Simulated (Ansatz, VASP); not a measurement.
# BiP in two plane-wave programs, part 2 of 2

Wanted: the spread between two codes on one cell, functional and k mesh. The cell is generated by rule, not measured, and may not be a known phase. The cell is taken from a series of runs on this material, whose earlier steps may have relaxed, scaled, displaced or heated it; both programs get it as it stands.

VASP 6.6.1 and Ansatz 0.2.0.

So far: Starting point; VASP: zone-centre phonons, PBEsol, pair 1; Ansatz: zone-centre phonons, PBEsol, pair 1; Differences.

## 5. Ansatz: zone-centre phonons, PBEsol, pair 2

Level of this step: Ansatz beside VASP: Kohn-Sham DFT, plane waves, PBEsol (Ansatz).

Second derivatives magnify differences that forces hide, and they need a tight electronic threshold. The cell compared in this pair holds 48.98 Å³, against 47.97 Å³ for the pair before.

The cell is taken from a series of runs on this material, whose earlier steps may have relaxed, scaled, displaced or heated it; both programs get it as it stands.

File input.yaml:

```yaml
crystal:
  lattice:
    - [-2.0414030676, 2.0414030676, 2.9381897734]
    - [2.0414030676, -2.0414030676, 2.9381897734]
    - [2.0414030676, 2.0414030676, -2.9381897734]
  atoms:
    - { symbol: Bi, position: [0.0116395331, 0.0116395331, 0.0] }
    - { symbol: P, position: [0.4676848564, 0.4676848564, 0.0] }
kpoints:
  mp_grid: { grid: [10, 10, 10] }
hamiltonian:
  xc: pbesol
  pseudopotentials: { kind: nc }
scf:
  occupations: { method: fixed }
output:
  eigenvalues: true
phonons:
  method: dfpt
```

Command:

```console
ansatz run input.yaml --threads 4 --pin off --max-ram 7168MiB --backend cpu --events-out ev --progress --plain --runs-dir out
```

Numbers of over 12 decimals in the logs are rounded to 6 here.

Output:

```text
zone centre: on kpoints.mp_grid the ground state, and the responses unless they are solved on pairs of k-points, stand on 171 of the mesh's 1000 k-points, reduced under 4 symmetry operations, with k and −k counted as one. Each operation leaves every solved displacement unchanged or reverses it
[...]
Crystal: 2 atoms, lattice volume = 48.978 Å³
[...]
k-point 1: bands = [... 6 lower, 4.2482, 8.2079, 8.2859, 9.4257, 12.4865, 13.7170, 14.1766, 15.5750]
  k-point 2: bands = [... 6 lower, 3.3025, 7.5466, 7.6825, 9.5497, 11.7814, 13.3436, 14.4369, 15.3123]
  k-point 170: bands = [... 6 lower, 1.5155, 4.7051, 6.5460, 6.5460, 12.8191, 16.1213, 16.1213, 17.2644]
[...]
ASR residual: 3.022e-4 → 0.000e0 eV/Å²; symmetrization residual: 5.539e-6 eV/Å²
  ASR residual per site (eV/Å²): 3.02e-4 2.78e-4
  Γ frequencies (cm⁻¹): -53.28 -53.28 0.00 0.00 0.00 199.03
[...]
[key lines of the parts left out:]
SCF converged after 9 iterations
Free energy (F): -2410.852262 eV
Fermi energy:    10.274266 eV
```

## 6. VASP: zone-centre phonons, PBEsol, pair 2

The same cell, functional and mesh now go to VASP, with its own data sets.

File INCAR:

```
SYSTEM = BiP
PREC = Accurate
ENCUT = 500
EDIFF = 1E-08
NELM = 120
ISMEAR = 0
SIGMA = 0.01
LREAL = .FALSE.
ALGO = Normal
GGA = PS
NBANDS = 16
LORBIT = 11
LWAVE = .FALSE.
LCHARG = .FALSE.
ISIF = 2
IBRION = 8
LASPH = .TRUE.
GGA_COMPAT = .FALSE.
EFERMI = MIDGAP
KPAR = 2
```

File POSCAR:

```
BiP
1.0
   -2.0414030676      2.0414030676      2.9381897734
    2.0414030676     -2.0414030676      2.9381897734
    2.0414030676      2.0414030676     -2.9381897734
Bi P
1 1
Direct
    0.0116395331      0.0116395331      0.0000000000
    0.4676848564      0.4676848564      0.0000000000
```

File KPOINTS:

```
Automatic mesh
0
Gamma
10 10 10
0 0 0
```

Potentials, in the order of the species: Bi_d and P (PBE family, release 64).

Command:

```console
mpirun -np 2 vasp_std
```

Output:

```text
[banner, memory and clock lines left out]
running    2 mpi-ranks, on    1 nodes
[...]
[... a notice as in an earlier step ...]

 LDA part: xc-table for (Slater+PW92), standard interpolation
 POSCAR, INCAR and KPOINTS ok, starting setup
[...]
entering main loop
       N       E                     dE             d eps       ncg     rms          rms(c)
DAV:   1     0.142875474794E+03    0.14288E+03   -0.10104E+04  3264   0.132E+03
DAV:   2    -0.105293928529E+01   -0.14393E+03   -0.14090E+03  3568   0.348E+02
DAV:   3    -0.999961583739E+01   -0.89467E+01   -0.88818E+01  4264   0.857E+01
DAV:   4    -0.101945352586E+02   -0.19492E+00   -0.19488E+00  4120   0.142E+01
[...]
DAV:  12    -0.993193506731E+01    0.16839E-06   -0.18232E-06  4296   0.791E-03    0.396E-03
DAV:  13    -0.993193495979E+01    0.10752E-06   -0.16311E-07  4656   0.288E-03    0.566E-04
DAV:  14    -0.993193496429E+01   -0.45047E-08   -0.95498E-09  3152   0.903E-04
   1 F= -.99319350E+01 E0= -.99319350E+01  d E =-.165631E-64
[...]
RMM:  10    -0.482703238810E-01   -0.12357E-07    0.51264E-07 19448   0.107E-04    0.114E-05
RMM:  11    -0.482702831933E-01    0.40688E-07    0.83358E-08 19054   0.392E-05    0.260E-06
RMM:  12    -0.482702884537E-01   -0.52605E-08   -0.37987E-08 18162   0.203E-05    0.800E-07
 first order change of Fermi-energy   0.21541E-04
 force on displaced ion       2 direction 1 :   0.301   0.000   0.001
 Linear response progress:
  Degree of freedom:   4/  4
       N       E                     dE             d eps       ncg     rms          rms(c)
RMM:   1    -0.488100588008E-01   -0.48810E-01    0.20630E-02  6854   0.130E+00
RMM:   2    -0.472372695770E-01    0.15728E-02   -0.19655E-03  5578   0.298E-01    0.878E-02
RMM:   3    -0.475010646820E-01   -0.26380E-03   -0.36307E-04  5990   0.116E-01    0.403E-02
RMM:   4    -0.477427759257E-01   -0.24171E-03   -0.61473E-05  6222   0.560E-02    0.103E-02
[...]
RMM:  10    -0.477802917160E-01    0.15184E-08    0.27304E-07  6942   0.942E-05    0.117E-05
RMM:  11    -0.477802799272E-01    0.11789E-07    0.20445E-08  6265   0.317E-05    0.154E-06
RMM:  12    -0.477802802989E-01   -0.37175E-09   -0.24878E-09  6856   0.160E-05    0.557E-07
 first order change of Fermi-energy  -0.72953E+00
 force on displaced ion       2 direction 3 :  -0.000  -0.000  -3.911
 Linear response finished
```

Parts of OUTCAR (step 6):

```text
  Total        0.0297693      0.0297693     -0.0003864      0.0000000      0.0000000      0.0000000
  in kB        0.9738262      0.9738262     -0.0126401      0.0000000      0.0000000      0.0000000
  external PRESSURE =       0.6450041 kB  Pullay stress =       0.0000000 kB

 POSITION                                       TOTAL-FORCE (eV/Angst)
 -----------------------------------------------------------------------------------
      0.00000      0.00000      0.06840        -0.000000     -0.000000      0.007330
      0.00000      0.00000      2.74829         0.000000      0.000000     -0.007330
 -----------------------------------------------------------------------------------
    total drift:                                0.000000      0.000000      0.000524

[... 2 further parts left out ...]
```

## 7. Side by side

What differs besides the data sets and the points named for the pairs above, as far as they apply: fixed occupations in Ansatz, narrow Gaussian smearing in VASP. Total energies have different zeros and are not compared.

The two programs side by side:

| quantity | Ansatz | VASP | difference |
| --- | --- | --- | --- |
| optical mode 1 to 2 (imaginary, printed as negative) (cm⁻¹) | -53.3 | -55.2 | +1.9 |
| optical mode 3 (cm⁻¹) | 199.0 | 198.5 | +0.26 % |

Modes are paired by rising frequency, not by their patterns, so a pair may set unlike modes beside each other; they are those without the splitting of longitudinal modes.

## 8. What came out

```json
{"r.m.s. difference of the optical zone-centre modes, each program's sorted by frequency (zone-centre phonons, PBEsol, pair 1)": "2.0 cm⁻¹", "r.m.s. difference of the optical zone-centre modes, each program's sorted by frequency (zone-centre phonons, PBEsol, pair 2)": "1.6 cm⁻¹"}
```

What this shows: The r.m.s. difference of the optical zone-centre modes, each program's sorted by frequency is 2.0 cm⁻¹ (zone-centre phonons, PBEsol, pair 1). Such differences can come from data sets, numerical settings and the points named under the comparisons, not from the functional's error against experiment.

[Lines on the potential files, build, host, timing and source positions are cut from VASP's logs without a mark.]

[Logs are printed without paths, hosts, clocks, repeated set-up lines and the standing remarks that a program may print on its own settings, such as how far it seeks lower states.]

[Hosts, paths, dates, database ids (printed as entryN), source tags and the programs' standing remarks are cut or masked in the printed files.]
